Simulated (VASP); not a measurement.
OSZICAR of a VASP run on CoSi₂ (space group Fddd):

### OSZICAR
```
       N       E                     dE             d eps       ncg     rms          rms(c)
DAV:   1     0.127350263499E+03    0.12735E+03   -0.98746E+03  1736   0.919E+02
DAV:   2    -0.331952829636E+02   -0.16055E+03   -0.15265E+03  1736   0.243E+02
DAV:   3    -0.423439587718E+02   -0.91487E+01   -0.87032E+01  2320   0.610E+01
DAV:   4    -0.426345978147E+02   -0.29064E+00   -0.28999E+00  1904   0.116E+01
DAV:   5    -0.426469359930E+02   -0.12338E-01   -0.12334E-01  2416   0.211E+00    0.247E+01
DAV:   6    -0.611274711921E+02   -0.18481E+02   -0.15944E+02  2200   0.176E+02    0.467E+01
DAV:   7    -0.391266437832E+02    0.22001E+02   -0.48454E+01  2064   0.132E+02    0.103E+01
DAV:   8    -0.390423035131E+02    0.84340E-01   -0.88388E+00  2576   0.275E+01    0.360E+00
DAV:   9    -0.390615475599E+02   -0.19244E-01   -0.41366E-01  2336   0.614E+00    0.172E+00
DAV:  10    -0.390732752447E+02   -0.11728E-01   -0.17941E-02  2576   0.139E+00    0.906E-01
DAV:  11    -0.390783349821E+02   -0.50597E-02   -0.20772E-02  2488   0.180E+00    0.332E-01
DAV:  12    -0.390804135124E+02   -0.20785E-02   -0.34256E-03  2608   0.658E-01    0.250E-01
DAV:  13    -0.390811382163E+02   -0.72470E-03   -0.92374E-04  2656   0.392E-01    0.135E-01
DAV:  14    -0.390815001014E+02   -0.36189E-03   -0.69781E-04  2616   0.337E-01    0.936E-02
DAV:  15    -0.390815968415E+02   -0.96740E-04   -0.26872E-04  2672   0.196E-01    0.305E-02
DAV:  16    -0.390816068105E+02   -0.99690E-05   -0.18377E-05  2544   0.417E-02    0.241E-02
DAV:  17    -0.390816121212E+02   -0.53107E-05   -0.17445E-05  2504   0.573E-02    0.867E-03
DAV:  18    -0.390816130031E+02   -0.88185E-06   -0.11582E-06   944   0.112E-02
   1 F= -.39081613E+02 E0= -.39078789E+02  d E =-.564836E-02  mag=     0.0006
```

Problem. Which electronic solver shows in the log?

Solution. It is blocked Davidson (ALGO = Normal, or the opening steps of other solvers). The INCAR had ALGO = Normal.

Problem. How was spin treated?

Solution. Collinear spin (ISPIN = 2): the summary line carries one mag value, 0.00 μB in the cell.

Problem. Can the final energy be trusted as converged?

Solution. The calculation finished and met its thresholds. It stopped with EDIFF = 1E-6, NELM = 100 (PBEsol GGA, plane waves, VASP's PBE PAW potentials (set 64)).

The structure was generated: CoSi2 was put into an ordered model structure, which need not be its known phase. The cell was not relaxed at this level. The k-mesh is coarse (spacing up to 0.45 per Å, 2π included), so the numbers may not be converged in it. The run is one of a series of settings (GGA = PS against the base run), some of them coarse on purpose.
